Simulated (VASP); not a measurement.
Level of theory: r2SCAN meta-GGA, VASP's PBE PAW potentials (set 64) (plane waves; VASP 6.6.1).

VASP ran on this input.

INCAR:
```
LWAVE = .False.
LCHARG = .False.
LASPH = .True.
NELM = 100   ! most electronic steps
ISIF = 2
LMIXTAU = .True.
LMAXMIX = 6
ALGO = Normal
EDIFF = 1E-7   ! SCF stop (eV)
ISMEAR = -5
NEDOS = 601   ! DOS grid
LORBIT = 11   ! lm-projected
PREC = Accurate
LREAL = .False.   ! projection in real space or not
ENCUT = 400
SYSTEM = GePt
METAGGA = R2SCAN
```

File KPOINTS:
```
Automatic mesh
0
Gamma
6 9 6
0 0 0
```

POSCAR:
```
GePt
5.758220
  1.0000000177   0.0000000000   0.0000000000
  0.0000000000   0.6468793695   0.0000000000
  0.0000000000   0.0000000000   1.0621493892
Ge Pt
4 4
Cartesian
  0.8133149383   0.4851595271   0.6245948599
  0.1866850794   0.1617198424   0.4375545293
  0.6866850883   0.1617198424   0.0935201653
  0.3133149294   0.4851595271   0.9686292239
  0.0025769946   0.4851595271   0.2049773200
  0.9974230231   0.1617198424   0.8571720692
  0.4974230142   0.1617198424   0.7360520146
  0.5025770035   0.4851595271   0.3260973746
```

### KPOINTS_OPT
```
k-points along high-symmetry lines
5
Line-mode
Reciprocal
  0.000000   0.000000   0.000000 ! GAMMA
  0.500000   0.000000   0.000000 ! X

  0.500000   0.000000   0.000000 ! X
  0.500000   0.500000   0.000000 ! S

  0.500000   0.500000   0.000000 ! S
  0.000000   0.500000   0.000000 ! Y

  0.000000   0.500000   0.000000 ! Y
  0.000000   0.000000   0.000000 ! GAMMA

  0.000000   0.000000   0.000000 ! GAMMA
  0.000000   0.000000   0.500000 ! Z

  0.000000   0.000000   0.500000 ! Z
  0.500000   0.000000   0.500000 ! U

  0.500000   0.000000   0.500000 ! U
  0.500000   0.500000   0.500000 ! R

  0.500000   0.500000   0.500000 ! R
  0.000000   0.500000   0.500000 ! T

  0.000000   0.500000   0.500000 ! T
  0.000000   0.000000   0.500000 ! Z

  0.500000   0.000000   0.000000 ! X
  0.500000   0.000000   0.500000 ! U

  0.000000   0.500000   0.000000 ! Y
  0.000000   0.500000   0.500000 ! T

  0.500000   0.500000   0.000000 ! S
  0.500000   0.500000   0.500000 ! R
```

POTCAR, in this order: Ge_d Pt (PBE.64 set). Program: vasp_std.

Output

File OSZICAR:
```
       N       E                     dE             d eps       ncg     rms          rms(c)
DAV:   1     0.908866710094E+03    0.90887E+03   -0.36797E+04 12257   0.386E+03
DAV:   2    -0.703495830690E+02   -0.97922E+03   -0.93919E+03  9136   0.104E+03
DAV:   3    -0.268931795802E+03   -0.19858E+03   -0.18629E+03  9801   0.232E+02
DAV:   4    -0.283988966093E+03   -0.15057E+02   -0.14674E+02 10850   0.745E+01
DAV:   5    -0.284447918838E+03   -0.45895E+00   -0.45692E+00 10220   0.133E+01    0.221E+01
DAV:   6    -0.270369862746E+03    0.14078E+02   -0.13697E+01  9810   0.206E+01    0.107E+01
DAV:   7    -0.264811803114E+03    0.55581E+01   -0.13622E+00 10486   0.737E+00    0.544E+00
DAV:   8    -0.265272030729E+03   -0.46023E+00   -0.74837E-01 10153   0.410E+00    0.198E+00
DAV:   9    -0.264775321593E+03    0.49671E+00   -0.53604E-01  9396   0.377E+00    0.360E-01
DAV:  10    -0.265281563015E+03   -0.50624E+00   -0.16099E-01  9335   0.178E+00    0.245E-01
DAV:  11    -0.265261559690E+03    0.20003E-01   -0.93046E-02  9710   0.135E+00    0.406E-01
DAV:  12    -0.265303665415E+03   -0.42106E-01   -0.11494E-02  9642   0.497E-01    0.240E-01
DAV:  13    -0.265312344364E+03   -0.86789E-02   -0.61029E-03 10265   0.319E-01    0.942E-02
DAV:  14    -0.265312439424E+03   -0.95060E-04   -0.10219E-03  9380   0.157E-01    0.355E-02
DAV:  15    -0.265313153979E+03   -0.71456E-03   -0.10259E-03  9568   0.134E-01    0.248E-02
DAV:  16    -0.265313327117E+03   -0.17314E-03   -0.14648E-04  9300   0.586E-02    0.132E-02
DAV:  17    -0.265313333427E+03   -0.63100E-05   -0.16836E-05 10453   0.226E-02    0.778E-03
DAV:  18    -0.265313348986E+03   -0.15558E-04   -0.56176E-06  9408   0.122E-02    0.333E-03
DAV:  19    -0.265313351875E+03   -0.28899E-05   -0.11297E-06  8429   0.487E-03    0.198E-03
DAV:  20    -0.265313354037E+03   -0.21615E-05   -0.53991E-07  8741   0.430E-03    0.587E-04
DAV:  21    -0.265313354553E+03   -0.51568E-06   -0.93054E-08  5209   0.191E-03    0.182E-04
DAV:  22    -0.265313354723E+03   -0.17021E-06   -0.14464E-08  4788   0.820E-04    0.148E-04
DAV:  23    -0.265313354739E+03   -0.16315E-07   -0.70448E-09  4788   0.531E-04
   1 F= -.26531335E+03 E0= -.26531335E+03  d E =0.000000E+00
       N       E                     dE             ncg
```

File OUTCAR:
```
------------------------ aborting loop because EDIFF is reached ----------------------------------------
  FORCE on cell =-STRESS in cart. coord.  units (eV):
  Direction    XX          YY          ZZ          XY          YZ          ZX
  --------------------------------------------------------------------------------------
  Total        0.2077386     -0.1474884     -0.0037616      0.0000000      0.0000000      0.0000000
  in kB        2.5371967     -1.8013368     -0.0459418      0.0000000      0.0000000      0.0000000
  external PRESSURE =       0.2299727 kB  Pullay stress =       0.0000000 kB
  volume of cell :      131.18
      direct lattice vectors                 reciprocal lattice vectors
     5.758220102  0.000000000  0.000000000     0.173664775  0.000000000  0.000000000
     0.000000000  3.724873723  0.000000000     0.000000000  0.268465477  0.000000000
     0.000000000  0.000000000  6.116089856     0.000000000  0.000000000  0.163503157
 POSITION                                       TOTAL-FORCE (eV/Angst)
 -----------------------------------------------------------------------------------
      4.68325      2.79366      3.59655         0.014105     -0.000000     -0.010088
      1.07497      0.93122      2.51954        -0.014105      0.000000      0.010088
      3.95408      0.93122      0.53851        -0.014105      0.000000     -0.010088
      1.80414      2.79366      5.57758         0.014105     -0.000000      0.010088
      0.01484      2.79366      1.18030        -0.001590      0.000000      0.025210
      5.74338      0.93122      4.93579         0.001590      0.000000     -0.025210
      2.86427      0.93122      4.23835         0.001590      0.000000      0.025210
      2.89395      2.79366      1.87774        -0.001590      0.000000     -0.025210
 -----------------------------------------------------------------------------------
    total drift:                                0.000000     -0.000000     -0.000000
  FREE ENERGIE OF THE ION-ELECTRON SYSTEM (eV)
  ---------------------------------------------------
  free  energy   TOTEN  =      -265.3133547392 eV

  energy  without entropy=     -265.3133547392  energy(sigma->0) =     -265.31335474

 total charge

# of ion       s       p       d       tot
------------------------------------------
    1        1.102   1.151  10.096  12.349
    2        1.102   1.151  10.096  12.349
    3        1.102   1.151  10.096  12.349
    4        1.102   1.151  10.096  12.349
    5        0.655   0.623   8.163   9.441
    6        0.655   0.623   8.163   9.441
    7        0.655   0.623   8.163   9.441
    8        0.655   0.623   8.163   9.441
--------------------------------------------------
tot          7.029   7.096  73.036  87.161
```
(Selected blocks of OUTCAR.)

**OUTCAR**
```
 val. band max:        9.5515564795   @ k =   0.5000   0.1111   0.1667

 cond. band min:       9.3336024666   @ k =   0.1667   0.2222   0.3333


 Fermi energy:         9.4464550864

 k-point     1 :       0.0000    0.0000    0.0000
  band No.  band energies     occupation
      1     -16.5210      2.00000
      2     -16.5143      2.00000
      3     -16.5129      2.00000
      4     -16.5088      2.00000
      5     -16.5000      2.00000
      6     -16.4853      2.00000
      7     -16.4737      2.00000
      8     -16.4698      2.00000
      9     -16.4678      2.00000
     10     -16.4659      2.00000
     11     -16.4621      2.00000
     12     -16.4583      2.00000
     13     -16.4519      2.00000
     14     -16.4490      2.00000
     15     -16.4470      2.00000
     16     -16.4468      2.00000
     17     -16.4454      2.00000
     18     -16.4433      2.00000
     19     -16.4433      2.00000
     20     -16.4390      2.00000
     21      -4.1347      2.00000
     22      -0.9492      2.00000
     23      -0.9024      2.00000
     24       0.3469      2.00000
     25       1.7092      2.00000
     26       1.7686      2.00000
     27       3.2030      2.00000
     28       3.3561      2.00000
     29       3.4710      2.00000
     30       3.6469      2.00000
     31       3.8438      2.00000
     32       4.2259      2.00000
     33       4.4745      2.00000
     34       4.5352      2.00000
     35       4.9047      2.00000
     36       5.2711      2.00000
     37       5.2905      2.00000
     38       5.9567      2.00000
     39       6.0460      2.00000
     40       6.1037      2.00000
     41       6.2592      2.00000
     42       6.2621      2.00000
     43       6.4394      2.00000
     44       6.5992      2.00000
     45       6.8138      2.00000
     46       7.8473      2.00000
     47       7.9018      2.00000
     48       8.4225      2.00000
     49      10.1608      0.00000
     50      10.4668      0.00000
     51      12.4973      0.00000
...
```

For a metal the tetrahedron method with Blöchl corrections gives inexact stress and forces. Unless said otherwise, spin-orbit coupling is left out, though it shifts the bands of the heavy elements here.

The structure comes from a computed database's GePt entry (Pnma); how it stands against other phases isn't given here. It was relaxed first.
